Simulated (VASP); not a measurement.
The system is Y.

```
Y
1.0
     3.60000    0.00000    0.00000
    -1.80000    3.11769    0.00000
     0.00000    0.00000    5.62000
Y
2
Direct
  0.33333 0.66667 0.25000
  0.66667 0.33333 0.75000
```

The cell was built by a generator and needn't be a form met in nature.

| Quantity | Value |
| --- | --- |
| Program | VASP 6.6.1 |
| Task | relaxation of cell and atoms |
| Functional | LDA |
| Potentials or basis | VASP PAW LDA potentials, release 64 (Y_sv) |
| Cutoff | 600 eV |
| k mesh | 14 × 14 × 8 |
| Occupations | methfessel-paxton, width 0.1 eV |
| Spin | no spin polarisation |

At the start: pressure -2.3 GPa; volume 31.54 Å³/atom.

Problem. How do energy, volume and symmetry change on relaxing?

Solution. Over 11 steps the energy falls by 13.2 meV/atom and the volume is 29.82 Å³/atom (-5.4 %); space group P6_3/mmc (No. 194, to 0.05 Å).

The path:
| step | energy change (eV) | largest force (eV/Å) | pressure (GPa) | volume (Å³) |
| --- | --- | --- | --- | --- |
| 1 | 0.0000 | 0.0000 | -2.33 | 63.08 |
| 2 | -0.0254 | 0.0000 | 0.50 | 58.98 |
| 3 | -0.0264 | 0.0000 | 0.10 | 59.61 |
| 4 | -0.0264 | 0.0000 | -0.15 | 59.73 |
| 5 | -0.0264 | 0.0000 | -0.06 | 59.73 |
| 6 | -0.0265 | 0.0000 | -0.04 | 59.71 |
| 7 | -0.0265 | 0.0000 | -0.05 | 59.72 |
| 8 | -0.0264 | 0.0000 | -0.05 | 59.72 |
| 9 | -0.0265 | 0.0000 | 0.06 | 59.62 |
| 10 | -0.0265 | 0.0000 | -0.02 | 59.65 |
| 11 | -0.0265 | 0.0000 | 0.01 | 59.65 |

Final structure:
```yaml
crystal:
  lattice:
    - [3.54082, 0.00000, 0.00000]
    - [-1.77041, 3.06644, 0.00000]
    - [0.00000, 0.00000, 5.49366]
  atoms:
    - { symbol: Y, position: [0.33333, 0.66667, 0.25000] }
    - { symbol: Y, position: [0.66667, 0.33333, 0.75000] }
```
